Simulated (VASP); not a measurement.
Output of a VASP run:

File OSZICAR:
```
       N       E                     dE             d eps       ncg     rms          rms(c)
DAV:   1     0.611350264448E+03    0.61135E+03   -0.27138E+04  2391   0.267E+03
DAV:   2    -0.382998511105E+01   -0.61518E+03   -0.59510E+03  2518   0.690E+02
DAV:   3    -0.985451294595E+02   -0.94715E+02   -0.93080E+02  2547   0.230E+02
DAV:   4    -0.103242662145E+03   -0.46975E+01   -0.46726E+01  2583   0.560E+01
DAV:   5    -0.103398679841E+03   -0.15602E+00   -0.15595E+00  2952   0.104E+01    0.157E+01
DAV:   6    -0.873636180631E+02    0.16035E+02   -0.16304E+01  3404   0.735E+01    0.684E+00
DAV:   7    -0.834948755073E+02    0.38687E+01   -0.25497E+00  3136   0.164E+01    0.326E+00
DAV:   8    -0.893916657212E+02   -0.58968E+01   -0.17104E+00  2571   0.121E+01    0.219E+00
DAV:   9    -0.846797210610E+02    0.47119E+01   -0.62370E-01  2326   0.694E+00    0.576E-01
DAV:  10    -0.846126695762E+02    0.67051E-01   -0.31868E-01  2711   0.432E+00    0.364E-01
DAV:  11    -0.846182553797E+02   -0.55858E-02   -0.24090E-02  2613   0.151E+00    0.279E-01
DAV:  12    -0.846168305602E+02    0.14248E-02   -0.69867E-03  3618   0.105E+00    0.879E-02
DAV:  13    -0.845971430024E+02    0.19688E-01   -0.66967E-03  2292   0.772E-01    0.424E-02
DAV:  14    -0.846295808567E+02   -0.32438E-01   -0.91253E-03  2566   0.973E-01    0.674E-02
DAV:  15    -0.846298839932E+02   -0.30314E-03   -0.39326E-04  2694   0.208E-01    0.508E-02
DAV:  16    -0.846299882174E+02   -0.10422E-03   -0.80354E-05  2713   0.877E-02    0.419E-02
DAV:  17    -0.846300872538E+02   -0.99036E-04   -0.29928E-05  2624   0.583E-02    0.113E-02
DAV:  18    -0.846301278547E+02   -0.40601E-04   -0.15961E-05  2781   0.512E-02    0.506E-03
DAV:  19    -0.846301213715E+02    0.64832E-05   -0.10823E-06  1781   0.157E-02    0.353E-03
DAV:  20    -0.846301291634E+02   -0.77919E-05   -0.37248E-06  2140   0.167E-02    0.235E-03
DAV:  21    -0.846301291883E+02   -0.24959E-07   -0.25629E-07  1361   0.528E-03
   1 F= -.84630129E+02 E0= -.84630129E+02  d E =-.846301E+02
       N       E                     dE             d eps       ncg     rms          rms(c)
DAV:   1    -0.846301697896E+02   -0.40626E-04   -0.91875E-02  2456   0.184E+00    0.766E-02
DAV:   2    -0.846303112796E+02   -0.14149E-03   -0.27344E-03  2695   0.362E-01    0.327E-02
DAV:   3    -0.846303052301E+02    0.60495E-05   -0.50996E-05  2531   0.745E-02    0.205E-02
DAV:   4    -0.846302536451E+02    0.51585E-04   -0.68055E-05  2297   0.759E-02    0.479E-03
DAV:   5    -0.846302830325E+02   -0.29387E-04   -0.66667E-05  2239   0.823E-02    0.284E-03
DAV:   6    -0.846303097866E+02   -0.26754E-04   -0.11345E-05  2302   0.285E-02    0.189E-03
DAV:   7    -0.846303102480E+02   -0.46147E-06   -0.79169E-07  1739   0.926E-03
   2 F= -.84630310E+02 E0= -.84630310E+02  d E =-.181060E-03
```

**OUTCAR**
```
------------------------ aborting loop because EDIFF is reached ----------------------------------------
  FORCE on cell =-STRESS in cart. coord.  units (eV):
  Direction    XX          YY          ZZ          XY          YZ          ZX
  --------------------------------------------------------------------------------------
  Total       -0.0253146     -0.0003028     -0.0496705      0.0000000      0.0000000      0.0000000
  in kB       -0.5565446     -0.0066569     -1.0920121      0.0000000      0.0000000      0.0000000
  external PRESSURE =      -0.5517379 kB  Pullay stress =       0.0000000 kB
  volume of cell :       72.88
      direct lattice vectors                 reciprocal lattice vectors
     4.761282609 -0.000000000  0.000000000     0.210027441  0.000000000  0.000000000
    -0.000000000  4.770638599  0.000000000     0.000000000  0.209615543  0.000000000
     0.000000000  0.000000000  3.208344553     0.000000000  0.000000000  0.311687222
 POSITION                                       TOTAL-FORCE (eV/Angst)
 -----------------------------------------------------------------------------------
      2.38064      2.38532      1.60417         0.000000      0.000000      0.000000
      4.76128     -0.00000      0.00000        -0.000000      0.000000      0.000000
      1.44432      1.47101      0.00000         0.011060     -0.006557      0.000000
      3.31696      3.29963      0.00000        -0.011060      0.006557     -0.000000
      3.82497      0.91431      1.60417         0.011060      0.006557      0.000000
      0.93632      3.85633      1.60417        -0.011060     -0.006557     -0.000000
 -----------------------------------------------------------------------------------
    total drift:                                0.000000      0.000000     -0.000000
  FREE ENERGIE OF THE ION-ELECTRON SYSTEM (eV)
  ---------------------------------------------------
  free  energy   TOTEN  =       -84.6303102480 eV

  energy  without entropy=      -84.6303102480  energy(sigma->0) =      -84.63031025

 reached required accuracy - stopping structural energy minimisation
```
(Selected blocks of OUTCAR.)

**POSCAR**
```
SnO2
1
    4.7617219478     0.0000000000     0.0000000000
   -0.0000000000     4.7697749611     0.0000000000
    0.0000000000     0.0000000000     3.2089368373
Sn O
2 4
Direct
  0.5000000000   0.5000000000   0.5000000000
  1.0000000000   1.0000000000   0.0000000000
  0.3035401803   0.3087231464   0.0000000000
  0.6964598197   0.6912768536   0.0000000000
  0.8035401803   0.1912768536   0.5000000000
  0.1964598197   0.8087231464   0.5000000000
```

### Question
Write an INCAR and KPOINTS that could have produced this output.

### Answer
This is not unique; one that fits is the input of the run itself, r2SCAN meta-GGA, plane waves, VASP's PBE PAW potentials (set 64).

**INCAR**
```
EDIFF=1E-6
SYSTEM=SnO2
NELM=100
LCHARG=.FALSE.
IBRION=2   ! conjugate gradients
LMIXTAU=.TRUE.
SIGMA=0.05
METAGGA=R2SCAN
NSW=60   ! most ionic steps
ISMEAR=0
LREAL=.FALSE.   ! projection in real space or not
PREC=Accurate
ISIF=3   ! ions, shape and volume
LASPH=.TRUE.
ENCUT=520
ALGO=Normal
EDIFFG=-0.02
LWAVE=.FALSE.
LMAXMIX=4   ! l cut-off of mixed one-centre charges
```

### KPOINTS
```
Automatic mesh
0
Gamma
4 4 6
0 0 0
```

POTCAR, in this order: Sn_d O (PBE.64 set). Program: vasp_std.

The structure comes from a computed database's SnO2 entry (Pnnm); how it stands against other phases isn't given here. This run relaxes it. Symmetry was kept, so distortions that lower it aren't found. The start is the result of an earlier pass.
